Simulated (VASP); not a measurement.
Given:

```xyz
2
Lattice="0.0000 2.1897 2.1897 2.1897 0.0000 2.1897 2.1897 2.1897 0.0000" Properties=species:S:1:pos:R:3 pbc="T T T"
Si     1.0949     1.0949     1.0949
C      0.0000     0.0000     0.0000
```

These are modified Becke-Johnson potential (mBJ), VASP's PBE PAW potentials (set 64) (plane waves; VASP) values and carry that method's errors. Run with 500 eV cut-off, 8×8×8 Γ-centred mesh, Gaussian smearing of 0.050 eV, potentials Si C.

mBJ is a potential without an energy functional, so only the levels count.

Question: Give the energies of bands 2 to 6 at the high-symmetry points, in eV from the valence-band maximum.

Answer: 
```tsv
band	Γ	X	U	L	W
2	0.00	-7.59	-7.11	-8.23	-6.89
3	0.00	-3.15	-5.25	-1.09	-4.76
4	0.00	-3.15	-2.57	-1.09	-4.41
5	6.83	2.35	4.03	6.06	6.08
6	7.90	5.07	8.48	8.05	10.15
```

The gap is indirect, 2.35 eV, from the valence maximum at Γ to the conduction minimum at X.

The structure comes from a computed database's SiC entry (F-43m); how it stands against other phases isn't given here. It was relaxed first. The cell's shape comes from a PBE relaxation.
